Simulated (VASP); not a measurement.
A run of VASP 6.6.1:

INCAR

```
SYSTEM = Ru2Pb3
ALGO = Normal ; EDIFF = 1E-7
ENCUT = 520 ; GGA = PE
ISIF = 2 ; ISMEAR = -1
LASPH = .TRUE. ; LCHARG = .TRUE.
LELF = .TRUE. ; LREAL = .FALSE.
LVHAR = .TRUE. ; LWAVE = .FALSE.
NBANDS = 43 ; NELM = 100
PREC = Accurate ; SIGMA = 0.05
```

File KPOINTS:

```
k-points
0
G
  7 7 5
  0 0 0
```

POSCAR

```
Ru2Pb3
1.0
    4.7327885800      0.0000000000      0.0000000000
   -2.3663942900      4.0987151400      0.0000000000
    0.0000000000      0.0000000000      5.8116928800
Ru Pb
2 3
Direct
    0.6666666700      0.3333333300      0.5000000000
    0.3333333300      0.6666666700      0.0000000000
    0.0000000000      0.0000000000      0.7454000100
    0.0000000000      0.0000000000      0.2545999900
    0.6666666700      0.3333333300      0.0000000000
```

Potentials or basis: VASP PAW PBE potentials, release 64 (Ru_pv, Pb_d).

Command:

```sh
$ cat potpaw_PBE.64/Ru_pv/POTCAR potpaw_PBE.64/Pb_d/POTCAR > POTCAR
$ mpirun -np 1 vasp_std > vasp.out
```

Hardware: 1 thread of Intel(R) Xeon(R) Platinum 8375C CPU @ 2.90GHz (Ice Lake), with other jobs on the host.

How long does it take, and how much memory?

Wall time 2.6 min on 1 thread of Intel(R) Xeon(R) Platinum 8375C CPU @ 2.90GHz (Ice Lake) (shared host), peak memory 0.28 GiB. Counts: scf iterations 17, k points 24.
